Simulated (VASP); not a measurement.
Level of theory: PBE GGA, VASP's PBE PAW potentials (set 64) (plane waves; VASP).

VASP ran on this input.

File POSCAR:
```
Ni3Fe
1
    3.5514900000     0.0000000000     0.0000000000
    0.0000000000     3.5122190000     0.0000000000
    0.0000000000     0.0000000000     3.6151720000
Fe Ni
1 3
Direct
  0.0000000000   0.0000000000   0.0000000000
  0.0000000000   0.5000000000   0.5000000000
  0.5000000000   0.0000000000   0.5000000000
  0.5164130000   0.5000000000   0.0000000000
```

**INCAR**
```
! general
SYSTEM   =  Ni3Fe
PREC     =  Accurate
ENCUT    =  400   ! plane-wave cut-off (eV)
LREAL    =  .False.   ! projection in real space or not
LASPH    =  .True.

! electronic loop
EDIFF    =  1E-6
NELM     =  100   ! most electronic steps
ALGO     =  Normal   ! blocked Davidson
LMAXMIX  =  4   ! l cut-off of mixed one-centre charges

! smearing
ISMEAR   =  1
SIGMA    =  0.1   ! width (eV)

! functional
GGA      =  PE   ! PBE

! spin
ISPIN    =  2   ! spin-polarised
MAGMOM   =  3.0 3*0.7
NUPDOWN  =  3

! ions
ISIF     =  2

! output
LWAVE    =  .False.
LCHARG   =  .False.
LORBIT   =  10
```

KPOINTS:
```
Regular mesh
0
gamma
8 8 8
```

POTCAR, in this order: Fe Ni (PBE.64 set). Program: vasp_std.

Output of the run:

File OSZICAR:
```
       N       E                     dE             d eps       ncg     rms          rms(c)
DAV:   1     0.217314907497E+03    0.21731E+03   -0.14578E+04 13424   0.169E+03
DAV:   2    -0.171883981516E+02   -0.23450E+03   -0.22551E+03 13048   0.333E+02
DAV:   3    -0.286266210618E+02   -0.11438E+02   -0.10942E+02 13430   0.103E+02
DAV:   4    -0.287755918354E+02   -0.14897E+00   -0.14840E+00 14140   0.121E+01
DAV:   5    -0.287799350044E+02   -0.43432E-02   -0.43427E-02 17870   0.168E+00    0.204E+01
DAV:   6    -0.279156173070E+02    0.86432E+00   -0.50554E+01 13872   0.106E+02    0.306E+01
DAV:   7    -0.301633183396E+02   -0.22477E+01   -0.24315E+01 15642   0.140E+02    0.298E+01
DAV:   8    -0.243103320756E+02    0.58530E+01   -0.23021E+01 16240   0.570E+01    0.499E+00
DAV:   9    -0.245259131196E+02   -0.21558E+00   -0.10677E+00 15384   0.149E+01    0.446E+00
DAV:  10    -0.245533804526E+02   -0.27467E-01   -0.42723E-01 14812   0.171E+01    0.415E+00
DAV:  11    -0.245518057145E+02    0.15747E-02   -0.26247E-01 19242   0.112E+01    0.204E+00
DAV:  12    -0.245826326392E+02   -0.30827E-01   -0.88720E-02 20460   0.625E+00    0.177E+00
DAV:  13    -0.245790137162E+02    0.36189E-02   -0.45825E-02 16892   0.581E+00    0.112E+00
DAV:  14    -0.245824525712E+02   -0.34389E-02   -0.18330E-02 20422   0.295E+00    0.634E-01
DAV:  15    -0.245822902266E+02    0.16234E-03   -0.34952E-03 19572   0.103E+00    0.251E-01
DAV:  16    -0.245821783627E+02    0.11186E-03   -0.60519E-04 19506   0.403E-01    0.128E-01
DAV:  17    -0.245821711303E+02    0.72324E-05   -0.19749E-04 20362   0.285E-01    0.642E-02
DAV:  18    -0.245822025172E+02   -0.31387E-04   -0.79669E-05 18012   0.190E-01    0.188E-02
DAV:  19    -0.245822046673E+02   -0.21501E-05   -0.87468E-06 13904   0.465E-02    0.109E-02
DAV:  20    -0.245822053462E+02   -0.67885E-06   -0.18199E-06  7022   0.308E-02
   1 F= -.24582205E+02 E0= -.24581361E+02  d E =-.253198E-02  mag=     3.0000
```

OUTCAR:
```
------------------------ aborting loop because EDIFF is reached ----------------------------------------
  FORCE on cell =-STRESS in cart. coord.  units (eV):
  Direction    XX          YY          ZZ          XY          YZ          ZX
  --------------------------------------------------------------------------------------
  Total       -1.0186823     -0.8483590     -1.3798857      0.0000000      0.0000000      0.0000000
  in kB      -36.1933021    -30.1417960    -49.0266872      0.0000000      0.0000000      0.0000000
  external PRESSURE =     -38.4539284 kB  Pullay stress =       0.0000000 kB
  volume of cell :       45.09
      direct lattice vectors                 reciprocal lattice vectors
     3.551490000  0.000000000  0.000000000     0.281571960  0.000000000  0.000000000
     0.000000000  3.512219000  0.000000000     0.000000000  0.284720287  0.000000000
     0.000000000  0.000000000  3.615172000     0.000000000  0.000000000  0.276612012
 POSITION                                       TOTAL-FORCE (eV/Angst)
 -----------------------------------------------------------------------------------
      0.00000      0.00000      0.00000         0.234876      0.000000      0.000000
      0.00000      1.75611      1.80759         0.198937      0.000000      0.000000
      1.77574      0.00000      1.80759         0.022565      0.000000      0.000000
      1.83404      1.75611      0.00000        -0.456378      0.000000      0.000000
 -----------------------------------------------------------------------------------
    total drift:                                0.000347     -0.000000     -0.000016
  FREE ENERGIE OF THE ION-ELECTRON SYSTEM (eV)
  ---------------------------------------------------
  free  energy   TOTEN  =       -24.5822053462 eV

  energy  without entropy=      -24.5796733676  energy(sigma->0) =      -24.58136135

 total charge

# of ion       s       p       d       tot
------------------------------------------
    1        0.464   0.483   6.134   7.081
    2        0.494   0.492   8.327   9.314
    3        0.494   0.490   8.327   9.311
    4        0.496   0.495   8.325   9.316
--------------------------------------------------
tot          1.948   1.959  31.114  35.020

 magnetization (x)

# of ion       s       p       d       tot
------------------------------------------
    1        0.011   0.010   2.713   2.735
    2       -0.016  -0.036   0.144   0.092
    3       -0.016  -0.037   0.106   0.054
    4       -0.015  -0.036   0.189   0.138
--------------------------------------------------
tot         -0.035  -0.099   3.152   3.018
```
(Selected blocks of OUTCAR.)

### OUTCAR
```
 val. band max:        8.5772748594   @ k =   0.0000   0.1250   0.1250

 cond. band min:       7.9846401306   @ k =   0.2500   0.2500   0.1250


 Fermi energy:         7.9826747324

 spin component 1

 k-point     1 :       0.0000    0.0000    0.0000
  band No.  band energies     occupation
      1      -0.5668      1.00000
      2       3.3219      1.00000
      3       3.3359      1.00000
      4       3.9959      1.00000
      5       4.1347      1.00000
      6       4.1593      1.00000
      7       4.1923      1.00000
      8       6.0113      1.00000
      9       6.0942      1.00000
     10       6.1262      1.00000
     11       6.9120      1.00000
     12       7.0276      1.00000
     13       7.7497      1.00239
     14       7.8083      1.01668
     15       7.8857      1.02171
     16       7.8945      1.00818
     17       7.9316      0.87576
     18       8.0001      0.35472
     19       8.1391     -0.02471
     20       8.1958     -0.00511
     21       8.2917     -0.00006
     22      10.3087      0.00000
     23      10.7316      0.00000
     24      10.9758      0.00000
     25      16.9349      0.00000
     26      17.3856      0.00000

 k-point     2 :       0.1250    0.0000    0.0000
  band No.  band energies     occupation
      1      -0.3659      1.00000
      2       3.3854      1.00000
      3       3.4253      1.00000
      4       4.0681      1.00000
      5       4.1984      1.00000
      6       4.2188      1.00000
      7       4.2635      1.00000
      8       6.0227      1.00000
      9       6.0701      1.00000
     10       6.1712      1.00000
     11       6.8784      1.00000
     12       7.0061      1.00000
     13       7.5196      1.00000
     14       7.6519      1.00002
     15       7.6804      1.00008
     16       7.7429      1.00181
     17       7.8278      1.02541
     18       7.9318      0.87493
     19       7.9435      0.80512
     20       8.0990     -0.03483
...
```

The compound is Ni3Fe in the L1_2 structure. The cell was not relaxed at this level, atoms are displaced from their ideal sites. The run is one of a series of settings (NUPDOWN = 3 against the base run), some of them coarse on purpose.
